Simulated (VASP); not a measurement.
Level of theory: RPBE GGA, VASP's PBE PAW potentials (set 64) (plane waves; VASP).

VASP ran on this input.

INCAR:
```
! general
SYSTEM   =  V
PREC     =  Accurate
ENCUT    =  520
LREAL    =  .False.
LASPH    =  .True.

! electronic loop
EDIFF    =  1E-7
NELM     =  100
ALGO     =  Normal
LMAXMIX  =  4

! smearing
ISMEAR   =  -5

! functional
GGA      =  RP

! ions
ISIF     =  2

! output
LWAVE    =  .False.
LCHARG   =  .True.
LORBIT   =  11
NEDOS    =  601
```

### POSCAR
```
V
1
   -1.5101427549     1.5101427549     1.5101427549
    1.5101427549    -1.5101427549     1.5101427549
    1.5101427549     1.5101427549    -1.5101427549
V
1
Direct
  0.0000000000   0.0000000000   0.0000000000
```

KPOINTS:
```
Automatic mesh
0
Gamma
19 19 19
0 0 0
```

POTCAR, in this order: V_sv (PBE.64 set). Program: vasp_std.

Output of the run:

File OUTCAR:
```
 ion  position               nearest neighbor table
   1  0.000  0.000  0.000-
  LATTYP: Found a body centered cubic cell.
 ALAT       =     3.0202855098
 Subroutine PRICEL returns:
 Original cell was already a primitive cell.
 Subroutine GETGRP returns: Found 48 space group operations
The static configuration has the point symmetry O_h .
The dynamic configuration has the point symmetry O_h .
 Subroutine INISYM returns: Found 48 space group operations
 Subroutine IBZKPT returns following result:
 Found    220 irreducible k-points:

 Following reciprocal coordinates:
            Coordinates               Weight
  0.000000  0.000000  0.000000      1.000000
  0.052632  0.000000  0.000000     12.000000
  0.105263  0.000000  0.000000     12.000000
  0.157895  0.000000  0.000000     12.000000
  0.210526  0.000000  0.000000     12.000000
  0.263158  0.000000  0.000000     12.000000
  0.315789  0.000000  0.000000     12.000000
  0.368421  0.000000  0.000000     12.000000
  0.421053  0.000000  0.000000     12.000000
  0.473684  0.000000  0.000000     12.000000
  0.052632  0.052632  0.000000     24.000000
  0.105263  0.052632 -0.000000     48.000000
  0.157895  0.052632  0.000000     48.000000
  0.210526  0.052632  0.000000     48.000000
  0.263158  0.052632  0.000000     48.000000
  0.315789  0.052632  0.000000     48.000000
  0.368421  0.052632  0.000000     48.000000
  0.421053  0.052632  0.000000     48.000000
  0.473684  0.052632  0.000000     24.000000
  0.105263  0.105263  0.000000     24.000000
  0.157895  0.105263  0.000000     48.000000
  0.210526  0.105263  0.000000     48.000000
  0.263158  0.105263 -0.000000     48.000000
  0.315789  0.105263 -0.000000     48.000000
  0.368421  0.105263  0.000000     48.000000
  0.421053  0.105263  0.000000     48.000000
  0.157895  0.157895  0.000000     24.000000
  0.210526  0.157895  0.000000     48.000000
  0.263158  0.157895  0.000000     48.000000
  0.315789  0.157895  0.000000     48.000000
  0.368421  0.157895  0.000000     48.000000
  0.421053  0.157895  0.000000     24.000000
  0.210526  0.210526  0.000000     24.000000
  0.263158  0.210526  0.000000     48.000000
  0.315789  0.210526  0.000000     48.000000
  0.368421  0.210526  0.000000     48.000000
  0.263158  0.263158  0.000000     24.000000
  0.315789  0.263158  0.000000     48.000000
  0.368421  0.263158  0.000000     24.000000
  0.315789  0.315789  0.000000     24.000000
   k-points           NKPTS =    220   k-points in BZ     NKDIM =    220   number of bands    NBANDS=     10
   number of dos      NEDOS =    601   number of ions     NIONS =      1
   total plane-waves  NPLWV =   8000
   dimension x,y,z NGX =    20 NGY =   20 NGZ =   20
   dimension x,y,z NGXF=    40 NGYF=   40 NGZF=   40
   ions per type =               1
   PREC   = accura    normal or accurate (medium, high low for compatibility)
   ISTART =      0    job   : 0-new  1-cont  2-samecut
   ICHARG =      2    charge: 1-file 2-atom 10-const
   ISPIN  =      1    spin polarized calculation?
   LNONCOLLINEAR =      F non collinear calculations
   LSORBIT =      F    spin-orbit coupling
   INIWAV =      1    electr: 0-lowe 1-rand  2-diag
   ENCUT  =  520.0 eV  38.22 Ry    6.18 a.u.   4.86  4.86  4.86*2*pi/ulx,y,z
   NELM   =    100;   NELMIN=  2; NELMDL= -5     # of ELM steps
   EDIFF  = 0.1E-06   stopping-criterion for ELM
   LREAL  =      F    real-space projection
   NLSPLINE    = F    spline interpolate recip. space projectors
   LMAXMIX     =    4 max onsite mixed and CHGCAR
   VOSKOWN=      0    Vosko Wilk Nusair interpolation
...
```

**OSZICAR**
```
       N       E                     dE             d eps       ncg     rms          rms(c)
DAV:   1     0.874194530814E+02    0.87419E+02   -0.73495E+03  4402   0.141E+03
DAV:   2    -0.837764814689E+01   -0.95797E+02   -0.94057E+02  4514   0.369E+02
DAV:   3    -0.987680521552E+01   -0.14992E+01   -0.14766E+01  4690   0.546E+01
DAV:   4    -0.988696202205E+01   -0.10157E-01   -0.10150E-01  4472   0.460E+00
DAV:   5    -0.988707200491E+01   -0.10998E-03   -0.10997E-03  4588   0.489E-01    0.174E+01
DAV:   6    -0.852884245151E+01    0.13582E+01   -0.57072E+00  4420   0.357E+01    0.148E+00
DAV:   7    -0.851504658223E+01    0.13796E-01   -0.18981E-02  4418   0.223E+00    0.884E-01
DAV:   8    -0.850839292400E+01    0.66537E-02   -0.63155E-03  4444   0.133E+00    0.599E-02
DAV:   9    -0.850843608370E+01   -0.43160E-04   -0.62368E-05  4454   0.133E-01    0.336E-02
DAV:  10    -0.850844220694E+01   -0.61232E-05   -0.12209E-05  4422   0.443E-02    0.193E-03
DAV:  11    -0.850844295298E+01   -0.74604E-06   -0.10372E-07  2576   0.540E-03    0.684E-04
DAV:  12    -0.850844343037E+01   -0.47739E-06   -0.37526E-08  2210   0.334E-03    0.461E-04
DAV:  13    -0.850844343878E+01   -0.84167E-08   -0.62128E-09  2200   0.135E-03
   1 F= -.85084434E+01 E0= -.85084434E+01  d E =0.000000E+00
```

File OUTCAR:
```
------------------------ aborting loop because EDIFF is reached ----------------------------------------
  FORCE on cell =-STRESS in cart. coord.  units (eV):
  Direction    XX          YY          ZZ          XY          YZ          ZX
  --------------------------------------------------------------------------------------
  Total        0.0274828      0.0274828      0.0274828      0.0000000      0.0000000     -0.0000000
  in kB        3.1963753      3.1963753      3.1963753      0.0000000      0.0000000     -0.0000000
  external PRESSURE =       3.1963753 kB  Pullay stress =       0.0000000 kB
  volume of cell :       13.78
      direct lattice vectors                 reciprocal lattice vectors
    -1.510142755  1.510142755  1.510142755     0.000000000  0.331094526  0.331094526
     1.510142755 -1.510142755  1.510142755     0.331094526  0.000000000  0.331094526
     1.510142755  1.510142755 -1.510142755     0.331094526  0.331094526  0.000000000
 POSITION                                       TOTAL-FORCE (eV/Angst)
 -----------------------------------------------------------------------------------
      0.00000      0.00000      0.00000         0.000000     -0.000000      0.000000
 -----------------------------------------------------------------------------------
    total drift:                                0.000000     -0.000000      0.000000
  FREE ENERGIE OF THE ION-ELECTRON SYSTEM (eV)
  ---------------------------------------------------
  free  energy   TOTEN  =        -8.5084434388 eV

  energy  without entropy=       -8.5084434388  energy(sigma->0) =       -8.50844344

 total charge

# of ion       s       p       d       tot
------------------------------------------
    1        2.333   6.216   3.053  11.603
```
(Selected blocks of OUTCAR.)

For a metal the tetrahedron method with Blöchl corrections gives inexact stress and forces.

The compound is V in the bcc structure. It was relaxed first. The run is not spin-polarised, so no magnetic state was tried.
